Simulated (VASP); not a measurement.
CdF$_{2}$ (fluorite), at 1.04 of the tabulated volume:

```
CdF2
1.0
    0.00000     2.73047     2.73047
    2.73047     0.00000     2.73047
    2.73047     2.73047     0.00000
Cd F
1 2
Cartesian
  0.00000   0.00000   0.00000
  1.36523   1.36523   1.36523
  4.09570   4.09570   4.09570
```

The lowest empty band near Γ, direction [111], from mBJ (TB09) with spin-orbit coupling in VASP (PAW); its two spin partners are averaged. The gap over the points computed is 6.48 eV, and the next band on that side lies 9.51 eV away at the edge.

Numerical set-up: 520 eV cut-off, 8×8×8 Γ-centred mesh, Gaussian smearing of 0.050 eV, potentials Cd F.

```
distance from the edge in k (1/Å)  distance in energy (meV)
---------------------------------  ------------------------
0.025                                                   4.3
0.035                                                   8.4
0.050                                                  17.2
0.070                                                  33.4
```

### Question
Fit E(1 + αE) = ħ²k²/2m* (ħ²/2m0 = 3.810 eV Å²) and predict the row at 0.095 1/Å.

### Answer
The rows don't resolve α, so a parabola serves: the electron mass is m* = 0.558 m0, and so 61.7 meV. The run gave 61.2 meV, -0.5 meV from the fit.

Left out are points under 3 meV from the edge, since the levels carry 0.1 meV, and points farther than half the way to the next band.

The compound is CdF2 in the fluorite structure. The cell was not relaxed at this level.
